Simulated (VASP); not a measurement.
The system is WSe2.

```
W Se
1.0
     3.33699    0.00000    0.00000
    -1.66849    2.88992    0.00000
     0.00000    0.00000   14.74617
W Se
2 4
Direct
  0.33333 0.66667 0.25000
  0.66667 0.33333 0.75000
  0.33333 0.66667 0.63553
  0.66667 0.33333 0.13553
  0.33333 0.66667 0.86447
  0.66667 0.33333 0.36447
```

The cell isn't the ideal one: a relaxed cell with its volume scaled by 1.02.

| Item | Value |
| --- | --- |
| Program | VASP 6.6.1 |
| Task | relaxation of shape and atoms at fixed volume |
| Functional | PBE |
| Potentials or basis | VASP PAW PBE potentials, release 64 (W, Se) |
| Cutoff | 300 eV |
| k mesh | 5 × 5 × 1 |
| Occupations | gaussian, width 0.03 eV |
| Spin | no spin polarisation |

At the start: pressure -2.3 GPa; volume 23.70 Å³/atom.

Where does the relaxation end?

Over 6 steps the energy falls by 3.4 meV/atom; space group P6_3/mmc (No. 194, to 0.05 Å).

The path:
```
step  energy change (eV)  largest force (eV/Å)  pressure (GPa)
   1              0.0000                0.3249           -2.27
   2             -0.0109                0.0385           -1.11
   3             -0.0109                0.0253           -1.06
   4             -0.0168                0.0125           -0.65
   5             -0.0201                0.0055           -0.10
   6             -0.0201                0.0078           -0.02
```

Final structure:
```cif
data_structure
_symmetry_space_group_name_H-M 'P 1'
_symmetry_Int_Tables_number 1
_cell_length_a 3.3156
_cell_length_b 3.3156
_cell_length_c 14.9369
_cell_angle_alpha 90.000
_cell_angle_beta 90.000
_cell_angle_gamma 120.000
_cell_volume 142.21
loop_
_atom_site_label
_atom_site_type_symbol
_atom_site_fract_x
_atom_site_fract_y
_atom_site_fract_z
_atom_site_occupancy
W1 W 0.33333 0.66667 0.25000 1
W2 W 0.66667 0.33333 0.75000 1
Se1 Se 0.33333 0.66667 0.63778 1
Se2 Se 0.66667 0.33333 0.13778 1
Se3 Se 0.33333 0.66667 0.86222 1
Se4 Se 0.66667 0.33333 0.36222 1
```

Caveat: the k mesh is coarse (spacing up to 0.43 Å⁻¹), so the values aren't converged; this functional lacks dispersion, which binds the layers, so the pressure and a relaxed spacing across them are unreliable.
